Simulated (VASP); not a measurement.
BN (wurtzite): the lattice constant a from VASP (plane waves, PAW) at several levels of theory. Static lattice.  The measured value holds thermal and zero-point effects that the static calculation lacks.

```
level         lattice constant a (Å)  error against measurement
------------  ----------------------  -------------------------
LDA                            2.526                     -0.9 %
PBE                            2.556                     +0.2 %
PBEsol                         2.543                     -0.3 %
RPBE                           2.569                     +0.8 %
AM05                           2.542                     -0.3 %
PBE-D3(BJ)                     2.543                     -0.3 %
PBE-D4                         2.543                     -0.3 %
optB88-vdW                     2.555                     +0.2 %
rev-vdW-DF2                    2.550                     +0.0 %
revTPSS                        2.551                     +0.1 %
SCAN                           2.543                     -0.3 %
r2SCAN                         2.547                     -0.1 %
r2SCAN+rVV10                   2.545                     -0.2 %
```

Measured: 2.550 Å (as given by K. Doll et al., Physical Review B (2008), arXiv:0810.5476).

The cell of the LDA run:

```
BN
1.0
    1.26293    -2.18745     0.00000
    1.26293     2.18745     0.00000
    0.00000     0.00000     4.17902
B N
2 2
Direct
  0.66667   0.33333   0.50030
  0.33333   0.66667   0.00030
  0.66667   0.33333   0.87470
  0.33333   0.66667   0.37470
```

Only levels that ran to the end are used. Left out are those held back, those with too coarse a band path, GW runs whose mesh misses a band edge, hybrids' fits of cells that aren't cubic and levels without matching references; a question may draw on a part of the rest.

The compound is BN in the wurtzite structure, a metastable high-pressure form.
